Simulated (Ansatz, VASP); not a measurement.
**C (Graphite) in two plane-wave programs**

Wanted: the spread between two codes on one cell, functional and k mesh. The cell is taken from a series of runs on this material, whose earlier steps may have relaxed, scaled, displaced or heated it; both programs get it as it stands.

Main program and level: Ansatz 0.2.0; plane waves, with VASP 6.6.1 beside it; relaxation of cell and atoms at PBE with D3(BJ) and zone-centre phonons at PBE with D3(BJ).

## (1) The starting structure

It takes space group P6_3/mmc (No. 194, hexagonal). The conventional cell has a = 2.465 Å, b = 2.465 Å, c = 6.735 Å, α = 90.00°, β = 90.00°, γ = 120.00°. Nearest to C lie 3 C at 1.42 Å. Nearest to C lie 3 C at 1.42 Å.

As a file:

```cif
data_structure
_symmetry_space_group_name_H-M 'P 1'
_symmetry_Int_Tables_number 1
_cell_length_a 2.4649
_cell_length_b 2.4649
_cell_length_c 6.7354
_cell_angle_alpha 90.000
_cell_angle_beta 90.000
_cell_angle_gamma 120.000
_cell_volume 35.44
loop_
_atom_site_label
_atom_site_type_symbol
_atom_site_fract_x
_atom_site_fract_y
_atom_site_fract_z
_atom_site_occupancy
C1 C 0.00000 0.00000 0.75000 1
C2 C 0.00000 0.00000 0.25000 1
C3 C 0.33333 0.66667 0.75000 1
C4 C 0.66667 0.33333 0.25000 1
```

## (2) VASP: relaxation of cell and atoms, PBE with D3(BJ)

The relaxed volume is the usual yardstick between codes: in a stiff, nearly cubic crystal its relative difference is about their pressure difference at one cell divided by the bulk modulus.

Lines of VASP's logs that name or quote its potential files are left out, and so is its time.

INCAR reads:

```
SYSTEM = C
PREC = Accurate
ENCUT = 600
EDIFF = 1E-07
NELM = 120
ISMEAR = 1
SIGMA = 0.2
LREAL = .FALSE.
ALGO = Normal
GGA = PE
IVDW = 12
NBANDS = 14
LORBIT = 11
LWAVE = .FALSE.
LCHARG = .FALSE.
ISIF = 3
IBRION = 2
NSW = 80
EDIFFG = -0.005
LASPH = .TRUE.
GGA_COMPAT = .FALSE.
NELMIN = 4
KPAR = 2
```

POSCAR reads:

```
C
1.0
    2.4649360000      0.0000000000      0.0000000000
   -1.2324680000      2.1346980000      0.0000000000
    0.0000000000      0.0000000000      6.7354280000
C
4
Direct
    0.0000000000      0.0000000000      0.7500000000
    0.0000000000      0.0000000000      0.2500000000
    0.3333333333      0.6666666667      0.7500000000
    0.6666666667      0.3333333333      0.2500000000
```

KPOINTS reads:

```
Automatic mesh
0
Gamma
24 24 8
0 0 0
```

PAW data sets: C (PBE family, release 64).

Run with:

```bash
mpirun -np 2 vasp_std
```

Numbers of over 12 decimals in the logs are rounded to 6 here.

Log:

```text
[banner, memory and clock lines left out]
running    2 mpi-ranks, on    1 nodes
 distrk:  each k-point on    1 cores,    2 groups
 distr:  one band on    1 cores,    1 groups

 POSCAR found type information on POSCAR C
 POSCAR found :  1 types and       4 ions
 LDA part: xc-table for (Slater+PW92), standard interpolation
 POSCAR, INCAR and KPOINTS ok, starting setup
 FFT: planning ... GRIDC
 FFT: planning ... GRID_SOFT
 FFT: planning ... GRID
 WAVECAR not read
 entering main loop
       N       E                     dE             d eps       ncg     rms          rms(c)
DAV:   1     0.457472917284E+02    0.45747E+02   -0.87715E+03  8572   0.118E+03
DAV:   2    -0.356448038396E+02   -0.81392E+02   -0.74111E+02 11730   0.219E+02
DAV:   3    -0.391830052511E+02   -0.35382E+01   -0.35097E+01 11198   0.435E+01
DAV:   4    -0.392208840752E+02   -0.37879E-01   -0.37855E-01 10670   0.526E+00
DAV:   5    -0.392216305256E+02   -0.74645E-03   -0.74603E-03 11292   0.708E-01    0.890E+00
DAV:   6    -0.374198735552E+02    0.18018E+01   -0.14550E+00 10028   0.796E+00    0.518E+00
DAV:   7    -0.368491452123E+02    0.57073E+00   -0.17005E+00  9968   0.877E+00    0.146E+00
DAV:   8    -0.368577566475E+02   -0.86114E-02   -0.70391E-02 10076   0.171E+00    0.290E-01
DAV:   9    -0.368569420005E+02    0.81465E-03   -0.19723E-03 11084   0.329E-01    0.875E-02
DAV:  10    -0.368571361962E+02   -0.19420E-03   -0.42397E-04  9938   0.148E-01    0.524E-02
DAV:  11    -0.368571390304E+02   -0.28342E-05   -0.20775E-05 10952   0.350E-02    0.319E-03
DAV:  12    -0.368571395572E+02   -0.52674E-06   -0.10546E-06 10690   0.779E-03    0.361E-03
DAV:  13    -0.368571395067E+02    0.50464E-07   -0.24834E-07 10634   0.409E-03
   1 F= -.37479683E+02 E0= -.37479606E+02  d E =-.374797E+02
[...]
2 F= -.37479696E+02 E0= -.37479620E+02  d E =-.130369E-04
[...]
3 F= -.37479709E+02 E0= -.37479633E+02  d E =-.262082E-04
[...]
4 F= -.37479751E+02 E0= -.37479675E+02  d E =-.417021E-04
[...]
5 F= -.37479852E+02 E0= -.37479778E+02  d E =-.143408E-03
 curvature:  -2.66 expect dE=-0.768E-04 dE for cont linesearch -0.519E-04
 ZBRENT: increasing intervall
 opt :   4.8046  next Energy=   -37.479942 (dE=-0.233E-03)
 bond charge predicted
       N       E                     dE             d eps       ncg     rms          rms(c)
DAV:   1    -0.368543171637E+02    0.62045E-03   -0.79866E-02  8546   0.213E+00    0.199E-01
DAV:   2    -0.368526176180E+02    0.16995E-02   -0.24488E-03  9422   0.350E-01    0.110E-01
DAV:   3    -0.368518860606E+02    0.73156E-03   -0.19710E-03  9578   0.295E-01    0.288E-02
DAV:   4    -0.368518889323E+02   -0.28718E-05   -0.71975E-05 10256   0.574E-02    0.254E-02
DAV:   5    -0.368518849423E+02    0.39900E-05   -0.11445E-05  9406   0.281E-02    0.344E-03
DAV:   6    -0.368518856818E+02   -0.73950E-06   -0.10394E-06 10682   0.842E-03    0.589E-03
DAV:   7    -0.368518862531E+02   -0.57126E-06   -0.36888E-07  9728   0.426E-03    0.387E-04
DAV:   8    -0.368518862269E+02    0.26118E-07   -0.35727E-08  5518   0.148E-03
   6 F= -.37479956E+02 E0= -.37479885E+02  d E =-.246885E-03
 curvature:  -4.60 expect dE=-0.191E-04 dE for cont linesearch -0.224E-05
 trial: gam= 0.00000 g(F)=  0.246E-42 g(S)=  0.416E-05 ort = 0.921E-05 (trialstep = 0.135E+01)
 search vector abs. value=  0.416E-05
 reached required accuracy - stopping structural energy minimisation
```

OUTCAR, selected parts (step 2):

```text
ion  position               nearest neighbor table
   1  0.000  0.000  0.750-   3 1.42   3 1.42   3 1.42
   2  0.000  0.000  0.250-   4 1.42   4 1.42   4 1.42
   3  0.333  0.667  0.750-   1 1.42   1 1.42   1 1.42
   4  0.667  0.333  0.250-   2 1.42   2 1.42   2 1.42

  LATTYP: Found a hexagonal cell.
 ALAT       =     2.4649360000
 C/A-ratio  =     2.7324960973

 Subroutine GETGRP returns: Found 24 space group operations
 (whereof 12 operations were pure point group operations)

The static configuration has the point symmetry D_3d.
 The point group associated with its full space group is D_6h.

 Found    305 irreducible k-points:

   k-points           NKPTS =    305   k-points in BZ     NKDIM =    305   number of bands    NBANDS=     14

   dimension x,y,z NGX =    20 NGY =   20 NGZ =   54
   dimension x,y,z NGXF=    40 NGYF=   40 NGZF=  108

   ENCUT  =  600.0 eV  44.10 Ry    6.64 a.u.   4.92  4.92 13.45*2*pi/ulx,y,z

   NELECT =      16.0000    total number of electrons

 k-points in reciprocal lattice and weights: Automatic mesh
   0.00000000  0.00000000  0.00000000       0.000
   0.04166667 -0.00000000  0.00000000       0.001
   0.08333333  0.00000000  0.00000000       0.001
   0.12500000  0.00000000  0.00000000       0.001
   0.16666667  0.00000000  0.00000000       0.001
   0.20833333 -0.00000000  0.00000000       0.001
   0.25000000  0.00000000  0.00000000       0.001
   0.29166667  0.00000000  0.00000000       0.001
   0.33333333 -0.00000000  0.00000000       0.001
[...]
0.33333333  0.29166667  0.50000000       0.003
   0.33333333  0.33333333  0.50000000       0.000

 Edisp (eV)   -0.62491

 average (electrostatic) potential at core
       1 -50.7150       2 -50.7150       3 -50.6815       4 -50.6815

 E-fermi :   4.6970

 k-point     1 :       0.0000    0.0000    0.0000
  band No.  band energies     occupation
    ...
      4      -1.8168      2.00000
      5       1.6900      2.00000
      6       1.6900      2.00000
      7       1.7091      2.00000
      8       1.7091      2.00000
      9       9.0273      0.00000
     10      13.0282      0.00000
     11      13.0282      0.00000
     12      13.0818      0.00000
     13      13.0818      0.00000
    ...

 k-point     2 :       0.0417   -0.0000    0.0000
  band No.  band energies     occupation
    ...
      4      -1.7697      2.00000
      5       1.5183      2.00000
      6       1.5421      2.00000
      7       1.5990      2.00000
      8       1.6215      2.00000
      9       9.0771      0.00000
     10      13.0484      0.00000
     11      13.1097      0.00000
     12      13.2070      0.00000
     13      13.2606      0.00000
    ...

 k-point     3 :       0.0833    0.0000    0.0000
  band No.  band energies     occupation
    ...
      4      -1.6290      2.00000
      5       1.0304      2.00000
      6       1.0654      2.00000
      7       1.3461      2.00000
      8       1.3754      2.00000
      9       9.2268      0.00000
     10      13.0798      0.00000
     11      13.1664      0.00000
     12      13.7241      0.00000
     13      13.7773      0.00000
    ...

 Edisp (eV)   -0.62807

  Total       0.01212     0.01212    -0.00711     0.00000     0.00000     0.00000
  in kB       0.55208     0.55208    -0.32377     0.00000     0.00000     0.00000
  external pressure =        0.26 kB  Pullay stress =        0.00 kB

  energy-cutoff  :      600.00
  volume of cell :       35.18
      direct lattice vectors                 reciprocal lattice vectors
     2.465130659  0.000000000  0.000000000     0.405658011  0.234206674  0.000000000
    -1.232565329  2.134866579  0.000000000    -0.000000000  0.468413347  0.000000000
     0.000000000 -0.000000000  6.685611556     0.000000000 -0.000000000  0.149574948

 POSITION                                       TOTAL-FORCE (eV/Angst)
 -----------------------------------------------------------------------------------
      1.23257      2.13487      5.01421        -0.000000     -0.000000      0.000000
      0.00000     -0.00000      1.67140         0.000000      0.000000     -0.000000
     -0.00000      1.42324      5.01421        -0.000000     -0.000000     -0.000000
      1.23257      0.71162      1.67140         0.000000      0.000000      0.000000
 -----------------------------------------------------------------------------------
    total drift:                                0.000000     -0.000000     -0.000000

  FREE ENERGIE OF THE ION-ELECTRON SYSTEM (eV)
  ---------------------------------------------------
  free  energy   TOTEN  =       -37.4799557018 eV

  energy  without entropy=      -37.4797431571  energy(sigma->0) =      -37.47988485

 reached required accuracy - stopping structural energy minimisation

 total charge
# of ion       s       p       d       tot
------------------------------------------
    1        0.862   1.787   0.000   2.649
    2        0.862   1.787   0.000   2.649
    3        0.861   1.791   0.000   2.652
    4        0.861   1.791   0.000   2.652
--------------------------------------------------
tot          3.447   7.156   0.000  10.603

[... 3 further parts left out ...]
```

CONTCAR:

```
C
   1.00000000000000
     2.4651306585271038    0.0000000000000000    0.0000000000000000
    -1.2325653292635519    2.1348665794178583    0.0000000000000000
     0.0000000000000000   -0.0000000000000000    6.6856115555722253
  C
     4
Direct
     1.0000000000000000    1.0000000000000000    0.7500000000000000
     0.0000000000000000    0.0000000000000000    0.2500000000000000
     0.3333333332999970    0.6666666667000030    0.7500000000000000
     0.6666666667000030    0.3333333332999970    0.2500000000000000
```

Dispersion corrections of this kind ignore metallic screening and tend to overbind metals. The run keeps the 24 symmetry operations of its start, so it cannot find a distortion of lower symmetry.

## (3) Ansatz: relaxation of cell and atoms, PBE with D3(BJ)

Ansatz runs on its default PAW (the set named soft_2) files.

The same cell, functional, mesh and smearing now go to Ansatz, which takes its cutoff from its data sets.

input.yaml reads:

```yaml
crystal:
  lattice:
    - [2.4649364121, 0.0, 0.0]
    - [-1.232468206, 2.1346975516, 0.0]
    - [0.0, 0.0, 6.7354280629]
  atoms:
    - { symbol: C, position: [0.0, 0.0, 0.75] }
    - { symbol: C, position: [0.0, 0.0, 0.25] }
    - { symbol: C, position: [0.3333333333, 0.6666666667, 0.75] }
    - { symbol: C, position: [0.6666666667, 0.3333333333, 0.25] }
kpoints:
  mp_grid: { grid: [24, 24, 8] }
hamiltonian:
  xc: pbe
  dispersion: d3bj
scf:
  occupations: { method: methfessel_paxton, width: 0.2 }
output:
  forces: true
  stress: true
  eigenvalues: true
relax:
  adjacent_minimum: "off"
  f_tol: 0.001
  max_steps: 60
  cell: { stress_tol: 0.01 }
```

Run with:

```bash
ansatz run input.yaml --threads 8 --pin off --max-ram 14336MiB --backend cpu --events-out ev --progress --plain --runs-dir out
```

Log:

```text
Engine: ansatz 0.2.0, x86_64-unknown-linux-gnu
Pseudopotentials: kind: paw
Pseudopotential: C, paw, valence charge 4, recommended cutoff 420 eV (normal), C.paw.azcp
Functional definition: PBE
  parameter kappa = 0.804
  parameter beta = 0.066725
  exchange = pbe_x(kappa = kappa, mu = beta*pi^2/3)
  correlation = pbe_c(beta = beta)
Crystal: 4 atoms, lattice volume = 35.441 Å³
Basis set: ecut = 420 eV, 665 PW (Γ), exchange–correlation on 36×36×96 points (8 copies of the dense FFT grid, shifted against one another)
Bands: 12, of which v1, the nominal top of the filled ones, is band 8 counted from 1 (7 counted from 0)
Symmetry: 24 space group operations
Space group: P63/mmc (ITA 194), of the structure as read, at distance tolerance 3.3e-5 Å
k-points: 305 of 4608
Non-local potential: C, projectors of the file, l = 0: 2, l = 1: 2, l = 2: 1
PAW form: soft (Blöchl's): semilocal exchange-correlation on the pseudo side does not see the compensation charge
PAW one-centre angular grid: C, 110 points (default); XC on 64 Gauss nodes
Initial density: superposition of atomic densities (neutral atoms: chi_scale 0, normalization atom), corrected by the library's trained network
Initial wavefunctions: pseudopotential atomic-orbital guess
Functional: x = pbe(κ = 0.804, μ = 0.219515), c = pbe(β = 0.066725)
SCF iter   1: F=—  HF=-1004.339698 eV  |F-HF|=—  |Δ(HF+E_count)|=         —  Δρ=2.59e-3  dr2=1.98e-3  ethr=1.77e-3  ⟨swp⟩=4.8  Hψ=19368  notcnv=0
preconditioner: auto → none  [metal: Δε(μ)=0.011 eV  Ē_g=15.729 eV  σ=0.200 eV  W_gap=0.05  n_scr=4 (ndim 8)  ℏωp=24.9 eV  f_vac=0.002  D(μ)=0.06/eV (n_scr^D=0)  sad-step TF]
SCF iter   2: F=—  HF=-1004.340283 eV  |F-HF|=—  |Δ(HF+E_count)|=   5.85e-4  S|Δr|=    0.00e0  Δρ=1.58e-3  dr2=8.87e-4  ethr=1.24e-5  ⟨swp⟩=2.0  Hψ=7677  notcnv=0
SCF iter   3: F=—  HF=-1004.340264 eV  |F-HF|=—  |Δ(HF+E_count)|=   1.90e-5  S|Δr|=    0.00e0  Δρ=3.17e-4  dr2=1.35e-5  ethr=5.54e-6  ⟨swp⟩=2.1  Hψ=6006  notcnv=0
SCF iter   4: F=—  HF=-1004.340296 eV  |F-HF|=—  |Δ(HF+E_count)|=   3.20e-5  S|Δr|=    0.00e0  Δρ=5.78e-5  dr2=7.56e-7  ethr=8.44e-8  ⟨swp⟩=2.4  Hψ=5791  notcnv=0
SCF iter   5: F=-1004.340297 eV  HF=-1004.340297 eV  |F-HF|=1.85e-8  |Δ(HF+E_count)|=   3.95e-7  S|Δr|=    0.00e0  Δρ=1.48e-5  dr2=4.05e-8  ethr=6.25e-10  ⟨swp⟩=6.4  Hψ=18671  notcnv=0
SCF 1 converged in 5 iterations: F = -1004.340297 eV  dr2 = 4.05e-8
  greatest PAW one-centre occupation: 0.673 electrons in one spin orbital (limit 2), on the C atom at site 1 (counted from 0), in its partial waves of l = 0
relax step   1: F+E_penalty+E_count = -1004.34029653 eV  Δ(F+E_penalty+E_count) = +0.000e0 eV  max|allowed force component| = 1.573e-16 eV/Å  Δτ_max = 0.0000 Å  P = +0.010 GPa  Ω = 35.441 Å³  (5 SCF iters, dr2 threshold 1.00e-7 eV, accepted)
[...]
relax step   2: F+E_penalty+E_count = -1004.34022889 eV  Δ(F+E_penalty+E_count) = +6.765e-5 eV  max|allowed force component| = 4.441e-16 eV/Å  Δτ_max = 0.0000 Å  P = +0.003 GPa  Ω = 35.459 Å³  energy of the carried Pulay correction = -6.917e-5 eV  (4 SCF iters, dr2 threshold 1.50e-9 eV, accepted)
[...]
relax step   3: F+E_penalty+E_count = -1004.34028598 eV  Δ(F+E_penalty+E_count) = -5.709e-5 eV  max|allowed force component| = 8.142e-16 eV/Å  Δτ_max = 0.0000 Å  P = +0.006 GPa  Ω = 35.459 Å³  stress off target by 8.61e-3 GPa  SCF on the basis re-selected at this cell (its energy is not comparable with the rows above)  (4 SCF iters)
basis re-selected at this cell: Δ(F+E_penalty+E_count) = -5.709e-5 eV, ΔP = +0.003 GPa vs the last step (what re-selecting the basis moved, of the pressure what is left beyond the Pulay correction that the steps carried, after the strain that the cell walked since its last selection, with what the two solves' SCF thresholds leave and, on support functions, any second-order correction that the steps lacked; it is no m [...]
SCF converged after 4 iterations
Stability not checked: this state was not tested for a lower state beside it, because cold or Methfessel-Paxton smearing, or corrected tetrahedra, fill the levels in a way that the test cannot read (fill_not_monotonic; see scf.lower_state_search)
Free energy (F): -1004.340286 eV
Harris-Foulkes:  -1004.340286 eV  (|F-HF|=8.41e-12)
Internal energy: -1004.340055 eV  (E = F + TS)
E sigma→0 (E₀):  -1004.340228 eV
Entropy (-TS):   -0.000231 eV (-0.058 meV/atom)
Fermi energy:    6.925482 eV
--- Per-component energies (eV) ---
  E_band       = -35.070845
  E_kinetic    = 363.784013
  E_local      = -615.514801  (includes V_loc(G=0)·N_el)
  E_nonlocal   = 109.224278
  E_hartree    = 186.244191
  E_xc         = -192.077831
  E_vxc        = -237.832253  (∫ρ·V_xc dr)
  E_paw        = -397.381365  (= ΣΔE_a)
  E_vpaw       = -27.220503  (= ΣTr[D̂ρ^β])
  E_aug_tail   = 0.000030  (compensation charges beyond the density's cutoff)
  E_ewald      = -457.996298
  E_disp       = -0.622270  (pairwise vdW)
  E_smearing   = -0.000231  (= −TS)
  E_closure    = -0.000000  (closes the sum)
  Σ components = -1004.340286   (vs F -1004.340286, Δ=0.00e0)
--- Forces (eV/Å), atoms counted from 1 ---
  atom   1  C      0.00000000    -0.00000000     0.00000000
  atom   2  C     -0.00000000     0.00000000     0.00000000
  atom   3  C     -0.00000000     0.00000000     0.00000000
  atom   4  C      0.00000000    -0.00000000     0.00000000
  max |Σ_I F_I| component: 0.00e0 eV/Å
--- Stress (GPa, compression-positive) ---
        0.003989      -0.000000       0.000000
       -0.000000       0.003989       0.000000
        0.000000       0.000000       0.008614
  P = ⅓ Tr σ = 0.0055 GPa (0.055 kbar)
--- Band table (eV; the first three rows and the last of 305) ---
  k-point 0: bands = [... 4 lower, 3.9141, 3.9141, 3.9311, 3.9311, 11.1871, 15.2769, 15.2769, 15.3252]
  k-point 1: bands = [... 4 lower, 3.9148, 3.9148, 3.9305, 3.9305, 11.3769, 15.2788, 15.2788, 15.3240]
  k-point 2: bands = [... 4 lower, 3.9167, 3.9167, 3.9285, 3.9285, 11.9202, 15.2842, 15.2842, 15.3180]
  k-point 304: bands = [... 4 lower, -3.6134, -3.6134, 6.9268, 6.9268, 6.9459, 6.9459, 17.1096, 17.1096]
--- Relaxed structure (2 steps of the walk, 2 accepted, 1 SCFs on fresh bases) ---
  F+E_penalty+E_count = -1004.34028598 eV   max|allowed force component| = 8.142e-16 eV/Å   (the final SCF, on the basis selected at the relaxed cell)
  cell:  # Å, volume = 35.4590 Å³
    - [2.464940, -2.8867642819969755e-11, 0.0]
    - [-1.232470, 2.134701, 0.0]
    - [0.0, 0.0, 6.738811]
  atoms:
    - { symbol: C, position: [0, 0, 0.75] }
    - { symbol: C, position: [0, 0, 0.25] }
    - { symbol: C, position: [0.333333, 0.666667, 0.75] }
    - { symbol: C, position: [0.666667, 0.333333, 0.25] }
```

The column dr2 measures how far the density is from self-consistency, as an energy; F and HF (Harris–Foulkes) agree once it is small.

## (4) Comparison

Known differences besides the potentials themselves: the cutoff is 420 eV in Ansatz and 600 eV in VASP; Ansatz adds a Pulay correction to the stress that steers its cell, VASP none. Total energies have different zeros and are not compared.

Both answers:

```tsv
quantity	Ansatz	VASP	difference
volume (Å³)	35.46	35.18	+0.78 %
edge a after relaxation, in the typed setting (Å)	2.465	2.465	-0.01 %
edge c after relaxation, in the typed setting (Å)	6.739	6.686	+0.80 %
```

(Part 1 of 2 ends here.)

[Lines on the potential files, build, host, timing and source positions are cut from VASP's logs without a mark.]

[Logs are printed without paths, hosts, clocks, repeated set-up lines and the standing remarks that a program may print on its own settings, such as how far it seeks lower states.]

[Hosts, paths, dates, database ids (printed as entryN), source tags and the programs' standing remarks are cut or masked in the printed files.]
